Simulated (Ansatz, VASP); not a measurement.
## Tc3Sn: VASP beside Ansatz

```xyz
4
Lattice="0.0000 3.1074 3.1074 3.1074 0.0000 3.1074 3.1074 3.1074 0.0000" Properties=species:S:1:pos:R:3 pbc="T T T"
Sn    0.0000    0.0000    0.0000
Tc    3.1074    3.1074    3.1074
Tc    4.6612    4.6612    4.6612
Tc    1.5537    1.5537    1.5537
```

Change from the starting cell: volume scaled by 0.94.

Alike in both runs: task single point; functional PBE; k mesh 7 × 7 × 7; occupations fermi-dirac, width 0.05 eV; no spin polarisation.

```csv
,VASP,Ansatz
version,VASP 6.6.1,Ansatz 0.2.0
potentials or method,"VASP PAW PBE potentials, release 64 (Sn_d, Tc_pv)",Ansatz PAW earlier set
plane-wave cutoff (eV),520,500
valence electrons in the cell,53,59
```

|  | VASP | Ansatz | Ansatz less VASP |
| --- | --- | --- | --- |
| gap on the k mesh at the Fermi level (eV) | none | none | - |
| pressure (GPa) | 13.7 | 14.0 | +0.29 |

A gap of «none» marks a metal or a gap that the smearing closes. The two sets of potentials don't hold the same shells in valence.
